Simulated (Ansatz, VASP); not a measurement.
# InAsF6: VASP beside Ansatz

```
CELL_PARAMETERS angstrom
3.81934 2.20510 2.61994
-3.81934 2.20510 2.61994
0.00000 -4.41019 2.61994
ATOMIC_POSITIONS crystal
In 0.00000 0.00000 0.00000
As 0.50000 0.50000 0.50000
F 0.22434 0.29719 0.58227
F 0.70281 0.41773 0.77566
F 0.41773 0.77566 0.70281
F 0.77566 0.70281 0.41773
F 0.58227 0.22434 0.29719
F 0.29719 0.58227 0.22434
```

The cell comes from a database or a generator and needn't be the stable form of this composition.

Alike in both runs: task single point; functional PBE; k mesh 5 × 5 × 5; occupations fermi-dirac, width 0.05 eV; no spin polarisation.

```csv
,VASP,Ansatz
version,VASP 6.6.1,Ansatz 0.2.0
potentials or method,"VASP PAW PBE potentials, release 64 (In_d, As, F)",Ansatz PAW
plane-wave cutoff (eV),520,420
valence electrons in the cell,60,70
```

Ansatz gave:

- gap on the k mesh at the Fermi level (eV): 3.50
- least direct gap on the mesh (eV): 3.70
- pressure (GPa): -0.6
- largest component of the traceless stress (GPa): 0.23
- rms of the force components (eV/Å): 0.111

**Question.** What did VASP give for the same quantities?

**Answer.** gap on the k mesh at the Fermi level (eV): 3.44; least direct gap on the mesh (eV): 3.65; pressure (GPa): 0.0; largest component of the traceless stress (GPa): 0.18; rms of the force components (eV/Å): 0.005.

Atom by atom the forces differ by 0.109 eV/Å (rms over components). The functional is the same, so the differences come from potentials, cutoffs and numerics. The two sets of potentials don't hold the same shells in valence.

Caveats: spin-orbit coupling is left out, which moves the levels of the heavy elements; an odd mesh through Γ misses points on the zone boundary, where band edges often lie (VASP); odd divisions of the mesh miss points on the zone boundary, where band edges often lie, so the gap on the mesh can be too wide (Ansatz); the pressure holds a Pulay correction of +0.6 GPa for the finite cutoff (Ansatz).
